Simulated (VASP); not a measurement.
A VASP calculation is set up with these files.

File KPOINTS:
```
kpoints
0
gamma
  5 5 5
```

INCAR:
```
LWAVE = .FALSE.
PREC = Accurate
ALGO = Normal
GGA = PE
LASPH = .TRUE.
SYSTEM = CeO2
ENCUT = 520
LREAL = .FALSE.   ! projection in real space or not
ISMEAR = 0
NELM = 100   ! most electronic steps
SIGMA = 0.05   ! width (eV)
LCHARG = .FALSE.
ISIF = 2   ! forces and stress, cell fixed
LMAXMIX = 6
EDIFF = 1E-6   ! SCF stop (eV)
```

### POSCAR
```
CeO2
1
    0.0000000000     2.7050000000     2.7050000000
    2.7050000000     0.0000000000     2.7050000000
    2.7050000000     2.7050000000     0.0000000000
Ce O
1 2
Direct
  0.0000000000   0.0000000000   0.0000000000
  0.2500000000   0.2500000000   0.2500000000
  0.7500000000   0.7500000000   0.7500000000
```

POTCAR, in this order: Ce O (PBE.64 set). Program: vasp_std.

Q: Translate this PBE calculation to Ansatz.

A: One equivalent input (not run):
Ansatz 0.2 input:
```yaml
crystal:
  lattice:
    - [0.0000000, 2.7050000, 2.7050000]
    - [2.7050000, 0.0000000, 2.7050000]
    - [2.7050000, 2.7050000, 0.0000000]
  atoms:
    - { symbol: Ce, position: [0.0000000, 0.0000000, 0.0000000] }
    - { symbol: O, position: [0.2500000, 0.2500000, 0.2500000] }
    - { symbol: O, position: [0.7500000, 0.7500000, 0.7500000] }
kpoints:
  mp_grid: { grid: [5, 5, 5] }
hamiltonian:
  xc: pbe
  pseudopotentials: { kind: paw }
scf:
  occupations: { method: gaussian, width: 0.05 }
  max_iter: 100
output: { forces: true, stress: true, eigenvalues: true }
```
Limits of the translation: each code has its own PAW files, so the cut-off isn't converted (ENCUT is set for VASP's; basis.ecutwfc is left out, and Ansatz then takes the one that its files recommend); Ansatz stops its SCF on the density residual and VASP on the energy change (EDIFF).

The compound is CeO2 in the fluorite structure. The cell was not relaxed at this level.
